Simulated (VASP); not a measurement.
```yaml
crystal:
  lattice:
    - [1.66002, -2.87523, 0.00000]
    - [1.66002, 2.87523, 0.00000]
    - [0.00000, 0.00000, 5.15624]
  atoms:
    - { symbol: Sc, position: [0.33333, 0.66667, 0.25000] }
    - { symbol: Sc, position: [0.66667, 0.33333, 0.75000] }
```

Calculation: PBE GGA with D4 dispersion, VASP's PBE PAW potentials (set 64) (plane waves; VASP). Run with 520 eV cut-off, 13×13×7 Γ-centred mesh, first-order Methfessel-Paxton smearing of 0.10 eV, potentials Sc_sv.

Question: Predict the energy per atom (σ→0), pressure, band gap (on the k-mesh) with the smallest direct gap where there is one.

Answer: 
- band gap (on the k-mesh): none (metal, semimetal or under 0.01 eV)
- energy per atom (σ→0): -6.515 eV/atom
- pressure: -1.62 GPa

The absolute energy has meaning only against runs of the same code, potentials and settings.

The compound is Sc in the hcp structure. This cell is one point of a volume scan, at 1.03 of the reference volume.
